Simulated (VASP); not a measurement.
Write the native input for VASP 6.6.1 that does the following.

```yaml
Task: band structure
Functional: PBE
Potentials_or_basis: VASP PAW PBE potentials, release 64 (Ti_sv, O)
Cutoff: 520 eV
k_mesh: 14 × 14 × 14
Occupations: gaussian, width 1 eV
Spin: collinear spin, ferromagnetic start
Starting_moments: "[1.0, 1.0, 0.0, 0.0, 0.0, 0.0] μB"
Further_INCAR_settings: ALGO = Normal; EDIFF = 1e-07; NBANDS = 37
```

The structure of TiO2 lies in POSCAR:

```
TiO2                                    
1.0
   -1.9033485557      1.9033485557      4.8512910058
    1.9033485557     -1.9033485557      4.8512910058
    1.9033485557      1.9033485557     -4.8512910058
  Ti              O             
     2     4
Direct
     1.0000000000000000    1.0000000000000000    0.0000000000000000
     0.7500000000000000    0.2500000000000000    0.5000000000000000
     0.2067262806226134    0.2067262806226134    0.0000000000000000
     0.9567262806226132    0.4567262806226134    0.5000000000000000
     0.5432737193773868    0.0432737193773866    0.5000000000000000
     0.7932737193773868    0.7932737193773868    1.0000000000000000
```

One way to write it, as run:

INCAR

```
SYSTEM = TiO2
ALGO = Normal ; EDIFF = 1E-7
ENCUT = 520 ; GGA = PE
ISIF = 2 ; ISMEAR = 0
ISPIN = 2 ; KPAR = 4
LASPH = .True. ; LCHARG = .False.
LMAXMIX = 4 ; LORBIT = 11
LREAL = .False. ; LWAVE = .False.
MAGMOM = 1 1 0 0 0 0 ; NBANDS = 37
NELM = 150 ; PREC = Accurate
SIGMA = 1.0
```

KPOINTS

```
k-points
0
Gamma
  14 14 14
  0 0 0
```

KPOINTS_OPT

```
path GXYSGZS1NPY1Z,XP
15
line-mode
reciprocal
 0.0000000000  0.0000000000  0.0000000000  G
-0.5000000000  0.5000000000  0.0000000000  X

-0.5000000000  0.5000000000  0.0000000000  X
-0.5000000000  0.5000000000 -0.0790928267  Y

-0.5000000000  0.5000000000 -0.0790928267  Y
-0.2895464134  0.2895464134 -0.2895464134  S

-0.2895464134  0.2895464134 -0.2895464134  S
 0.0000000000  0.0000000000  0.0000000000  G

 0.0000000000  0.0000000000  0.0000000000  G
 0.5000000000  0.5000000000 -0.5000000000  Z

 0.5000000000  0.5000000000 -0.5000000000  Z
 0.2895464134  0.7104535866 -0.7104535866  S1

 0.2895464134  0.7104535866 -0.7104535866  S1
 0.0000000000  0.5000000000 -0.5000000000  N

 0.0000000000  0.5000000000 -0.5000000000  N
-0.2500000000  0.7500000000 -0.2500000000  P

-0.2500000000  0.7500000000 -0.2500000000  P
 0.0790928267  0.9209071733 -0.5000000000  Y1

 0.0790928267  0.9209071733 -0.5000000000  Y1
 0.5000000000  0.5000000000 -0.5000000000  Z

-0.5000000000  0.5000000000  0.0000000000  X
-0.2500000000  0.7500000000 -0.2500000000  P
```

Potentials or basis: VASP PAW PBE potentials, release 64 (Ti_sv, O).

The run is started by

```console
$ cat potpaw_PBE.64/Ti_sv/POTCAR potpaw_PBE.64/O/POTCAR > POTCAR
$ mpirun -np 4 vasp_std > vasp.out
```

Results of the run:

| Item | Value |
| --- | --- |
| Pressure | 0.0 GPa |
| Band gap on the k mesh | 2.12 eV, indirect (least direct gap 2.43 eV) |
| Band gap along the path | 2.12 eV, indirect (least direct gap 2.43 eV) |
| Net moment | 0.00 μB per cell |
| Valence electrons inside the program's atomic spheres | Ti 10.22; O 5.06 |

It took 8 min on 4 MPI ranks on Intel(R) Xeon(R) Platinum 8559C (Emerald Rapids), on a shared host, peak memory 1.5 GiB a rank.
